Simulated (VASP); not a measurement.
A convergence study with VASP on SrTe (rock salt): a few settings are varied, all else stays as given below, so the limit is that of these other settings.

```xyz
2
Lattice="0.0000 3.3300 3.3300 3.3300 0.0000 3.3300 3.3300 3.3300 0.0000" Properties=species:S:1:pos:R:3 pbc="T T T"
Sr     0.0000     0.0000     0.0000
Te     3.3300     3.3300     3.3300
```

These are HSE06 screened hybrid, VASP's PBE PAW potentials (set 64) (plane waves; VASP) values and carry that method's errors. The last row used: 520 eV cut-off, 4×4×4 Γ-centred mesh, Gaussian smearing of 0.050 eV, potentials Sr_sv Te.

Unless said otherwise, spin-orbit coupling is left out, though it shifts the bands of the heavy elements here. Gaps are read on the run's mesh, which can miss a band edge.

| setting | E (eV/atom) | pressure (GPa) | gap on the mesh (eV) | electronic steps |
|---|---|---|---|---|
| ENCUT = 300, PRECFOCK = Fast | -4.7350 | 0.55 | 2.454 | 20 |
| ENCUT = 520, PRECFOCK = Fast | -4.7366 | 0.61 | 2.455 | 20 |
| ENCUT = 300, PRECFOCK = Normal | -4.7356 | 0.54 | 2.454 | 20 |
| ENCUT = 400, PRECFOCK = Normal | -4.7355 | 0.58 | 2.455 | 20 |
| ENCUT = 520, PRECFOCK = Normal | -4.7370 | 0.61 | 2.455 | 20 |
| ENCUT = 300, PRECFOCK = Accurate | -4.7356 | 0.54 | 2.454 | 20 |
| ENCUT = 400, PRECFOCK = Accurate | -4.7355 | 0.58 | 2.455 | 20 |
| ENCUT = 520, PRECFOCK = Accurate | -4.7370 | 0.61 | 2.455 | 20 |

Left out are rungs that failed or repeat a setting and relaxations that didn't move; long series are thinned to 24 rows.

The compound is SrTe in the rock salt structure. The cell was not relaxed at this level.
